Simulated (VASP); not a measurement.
Output of a VASP run:

OSZICAR:
```
       N       E                     dE             d eps       ncg     rms          rms(c)
DAV:   1     0.599557284516E+02    0.59956E+02   -0.66454E+03   918   0.112E+03
DAV:   2    -0.161650563282E+02   -0.76121E+02   -0.71495E+02   960   0.222E+02
DAV:   3    -0.192801050605E+02   -0.31150E+01   -0.30513E+01  1135   0.519E+01
DAV:   4    -0.193445312358E+02   -0.64426E-01   -0.64161E-01  1071   0.724E+00
DAV:   5    -0.193463534917E+02   -0.18223E-02   -0.18219E-02  1156   0.127E+00    0.158E+01
DAV:   6    -0.245522743307E+02   -0.52059E+01   -0.55171E+01   988   0.182E+02    0.262E+01
DAV:   7    -0.175624596110E+02    0.69898E+01   -0.16153E+01  1095   0.113E+02    0.426E+00
DAV:   8    -0.174418092182E+02    0.12065E+00   -0.24048E+00  1305   0.268E+01    0.242E+00
DAV:   9    -0.174077563994E+02    0.34053E-01   -0.27088E-01  1143   0.983E+00    0.607E-01
DAV:  10    -0.174061049471E+02    0.16515E-02   -0.91723E-03  1251   0.197E+00    0.280E-01
DAV:  11    -0.174062011597E+02   -0.96213E-04   -0.10602E-03  1122   0.295E-01    0.390E-02
DAV:  12    -0.174062376062E+02   -0.36446E-04   -0.49726E-05  1173   0.113E-01    0.249E-02
DAV:  13    -0.174062383430E+02   -0.73683E-06   -0.29135E-05  1069   0.112E-01    0.891E-03
DAV:  14    -0.174062386452E+02   -0.30217E-06   -0.22830E-06   956   0.141E-02
   1 F= -.17406239E+02 E0= -.17346802E+02  d E =-.118874E+00
```

File OUTCAR:
```
------------------------ aborting loop because EDIFF is reached ----------------------------------------
  FORCE on cell =-STRESS in cart. coord.  units (eV):
  Direction    XX          YY          ZZ          XY          YZ          ZX
  --------------------------------------------------------------------------------------
  Total       -1.3756822     -1.3756822     -1.3756822     -0.0000000     -0.0000000     -0.0000000
  in kB      -52.4682247    -52.4682247    -52.4682247     -0.0000000     -0.0000000     -0.0000000
  external PRESSURE =     -52.4682247 kB  Pullay stress =       0.0000000 kB
  volume of cell :       42.01
      direct lattice vectors                 reciprocal lattice vectors
     0.000000000  2.759100000  2.759100000    -0.181218513  0.181218513  0.181218513
     2.759100000  0.000000000  2.759100000     0.181218513 -0.181218513  0.181218513
     2.759100000  2.759100000  0.000000000     0.181218513  0.181218513 -0.181218513
 POSITION                                       TOTAL-FORCE (eV/Angst)
 -----------------------------------------------------------------------------------
      1.37955      1.37955      1.37955         0.000000      0.000000     -0.000000
      4.13865      4.13865      4.13865        -0.000000     -0.000000      0.000000
      0.00000      0.00000      0.00000        -0.000000     -0.000000      0.000000
 -----------------------------------------------------------------------------------
    total drift:                               -0.000000     -0.000000      0.000000
  FREE ENERGIE OF THE ION-ELECTRON SYSTEM (eV)
  ---------------------------------------------------
  free  energy   TOTEN  =       -17.4062386452 eV

  energy  without entropy=      -17.2873649681  energy(sigma->0) =      -17.34680181
```
(Selected blocks of OUTCAR.)

File POSCAR:
```
NiSi2
1
    0.0000000000     2.7591000000     2.7591000000
    2.7591000000     0.0000000000     2.7591000000
    2.7591000000     2.7591000000     0.0000000000
Si Ni
2 1
Direct
  0.2500000000   0.2500000000   0.2500000000
  0.7500000000   0.7500000000   0.7500000000
  0.0000000000   0.0000000000   0.0000000000
```

### Question
Write an INCAR and KPOINTS that could have produced this output.

### Answer
Several could match; the one computed here: the input of the run itself, PBE GGA, plane waves, VASP's PBE PAW potentials (set 64).

### KPOINTS
```
Automatic mesh
0
Gamma
9 9 9
0 0 0
```

### INCAR
```
! general
SYSTEM   =  NiSi2
PREC     =  Accurate
ENCUT    =  400
LREAL    =  .FALSE.   ! projection in real space or not
LASPH    =  .TRUE.   ! aspherical one-centre terms

! electronic loop
EDIFF    =  1E-6   ! SCF stop (eV)
NELM     =  100   ! most electronic steps
ALGO     =  Normal   ! blocked Davidson
LMAXMIX  =  4

! smearing
ISMEAR   =  -1   ! Fermi-Dirac
SIGMA    =  0.2   ! width (eV)

! functional
GGA      =  PE   ! PBE

! ions
ISIF     =  2   ! forces and stress, cell fixed

! output
LWAVE    =  .FALSE.
LCHARG   =  .FALSE.
```

POTCAR, in this order: Si Ni (PBE.64 set). Program: vasp_std.

The compound is NiSi2 in the fluorite structure. The cell was not relaxed at this level. The run is one of a series of settings (ISMEAR = -1, SIGMA = 0.2 against the base run), some of them coarse on purpose. The run is not spin-polarised, so no magnetic state was tried.
